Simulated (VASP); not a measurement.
An input for Ansatz (written as the equivalent of a VASP run, and not itself run):

Ansatz 0.2 input:
```yaml
crystal:
  lattice:
    - [2.1995410, -3.7812050, 0.0000000]
    - [2.1995410, 3.7812050, 0.0000000]
    - [0.0000000, 0.0000000, 5.9697110]
  atoms:
    - { symbol: Te, position: [0.0000000, 0.2630000, 0.6666670] }
    - { symbol: Te, position: [0.7370000, 0.7370000, 0.0000000] }
    - { symbol: Te, position: [0.2767230, 0.0137230, 0.3333330] }
kpoints:
  mp_grid: { grid: [5, 5, 4] }
hamiltonian:
  xc: pbe
  pseudopotentials: { kind: paw }
scf:
  occupations: { method: gaussian, width: 0.05 }
  max_iter: 100
output: { forces: true, stress: true, eigenvalues: true }
```

Problem. Write the VASP files for the same calculation (PBE).

Solution. Several could match; the one computed here: 
INCAR:
```
ALGO = Normal
EDIFF = 1E-6
ENCUT = 375
GGA = PE
ISIF = 2
ISMEAR = 0
LASPH = .True.
LCHARG = .False.
LMAXMIX = 4
LREAL = .False.
LWAVE = .False.
NELM = 100
PREC = Accurate
SIGMA = 0.05
SYSTEM = Te
```

**KPOINTS**
```
Regular mesh
0
Gamma
  5 5 4
0 0 0
```

**POSCAR**
```
Te
1
    2.1995410000    -3.7812050000     0.0000000000
    2.1995410000     3.7812050000     0.0000000000
    0.0000000000     0.0000000000     5.9697110000
Te
3
Direct
  0.0000000000   0.2630000000   0.6666670000
  0.7370000000   0.7370000000   0.0000000000
  0.2767230000   0.0137230000   0.3333330000
```

POTCAR, in this order: Te (PBE.64 set). Program: vasp_std.

Limits of the translation: each code has its own PAW files, so the cut-off isn't converted (ENCUT is set for VASP's; basis.ecutwfc is left out, and Ansatz then takes the one that its files recommend); Ansatz stops its SCF on the density residual and VASP on the energy change (EDIFF).

The compound is Te in the trig structure. The cell was not relaxed at this level, atoms are displaced from their ideal sites. The run is one of a series of settings (ENCUT = 375 against the base run), some of them coarse on purpose.
